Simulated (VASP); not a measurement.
Method: PBEsol GGA, VASP's PBE PAW potentials (set 64) (plane waves; VASP).

VASP input:

File KPOINTS:
```
Automatic mesh
0
Gamma
14 14 14
0 0 0
```

### POSCAR
```
Pd
1
    0.0000000000     1.9450000000     1.9450000000
    1.9450000000     0.0000000000     1.9450000000
    1.9450000000     1.9450000000     0.0000000000
Pd
1
Direct
  0.0000000000   0.0000000000   0.0000000000
```

**INCAR**
```
! general
SYSTEM =Pd
PREC   =Accurate
ENCUT  =400
LREAL  =.FALSE.
LASPH  =.TRUE.

! electronic loop
EDIFF  =1E-6   ! SCF stop (eV)
NELM   =100
ALGO   =Normal
LMAXMIX=4

! smearing
ISMEAR =1   ! Methfessel-Paxton
SIGMA  =0.1   ! width (eV)

! functional
GGA    =PS   ! PBEsol

! ions
IBRION =2   ! conjugate gradients
NSW    =60
ISIF   =3   ! ions, shape and volume
EDIFFG =-0.01   ! ionic stop

! output
LWAVE  =.FALSE.
LCHARG =.FALSE.
```

POTCAR, in this order: Pd (PBE.64 set). Program: vasp_std.

**Question.** What will the output report for the number of irreducible k-points (NKPTS), number of bands (NBANDS), largest plane-wave count, number of space-group operations, FFT grid (NGX, NGY, NGZ)?

**Answer.** 
- number of irreducible k-points (NKPTS): 104
- number of bands (NBANDS): 9
- largest plane-wave count: 283
- number of space-group operations: 48
- FFT grid (NGX, NGY, NGZ): 18 × 18 × 18

The compound is Pd in the fcc structure. This run relaxes it. Symmetry was kept, so distortions that lower it aren't found.
